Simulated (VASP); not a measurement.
Crystal: Zn.

```
Zn
1.0
     2.62000    0.00000    0.00000
    -1.31000    2.26899    0.00000
     0.00000    0.00000    4.80000
Zn
2
Direct
  0.33333 0.66667 0.25000
  0.66667 0.33333 0.75000
```

The cell was built by a generator and needn't be a form met in nature.

```yaml
Program: VASP 6.6.1
Task: relaxation of cell and atoms
Functional: PBE
Potentials_or_basis: VASP PAW PBE potentials, release 64 (Zn)
Cutoff: 700 eV
k_mesh: 18 × 18 × 10
Occupations: methfessel-paxton, width 0.1 eV
Spin: no spin polarisation
```

At the start: pressure 5.2 GPa; volume 14.27 Å³/atom.

Task: Where does the relaxation end?

Result: Over 16 steps the energy falls by 19.4 meV/atom and the volume is 15.37 Å³/atom (+7.7 %); space group P6_3/mmc (No. 194, to 0.05 Å).

Step by step:
```tsv
step	energy change (eV)	largest force (eV/Å)	pressure (GPa)	volume (Å³)
1	0.0000	0.0000	5.23	28.53
2	-0.0302	0.0000	-0.44	30.50
3	-0.0302	0.0000	-0.28	30.43
4	-0.0347	0.0000	-0.20	30.49
5	-0.0380	0.0000	0.54	30.61
6	-0.0385	0.0000	0.36	30.57
7	-0.0385	0.0000	0.34	30.58
8	-0.0385	0.0000	0.43	30.58
9	-0.0386	0.0000	-0.25	30.85
10	-0.0387	0.0000	-0.04	30.74
11	-0.0387	0.0000	0.08	30.72
12	-0.0387	0.0000	0.09	30.73
13	-0.0387	0.0000	0.07	30.73
14	-0.0387	0.0000	0.10	30.74
15	-0.0387	0.0000	0.04	30.74
16	-0.0387	0.0000	0.02	30.74
```

Final structure:
```yaml
crystal:
  lattice:
    - [2.63914, 0.00000, 0.00000]
    - [-1.31957, 2.28556, 0.00000]
    - [0.00000, 0.00000, 5.09593]
  atoms:
    - { symbol: Zn, position: [0.33333, 0.66667, 0.25000] }
    - { symbol: Zn, position: [0.66667, 0.33333, 0.75000] }
```
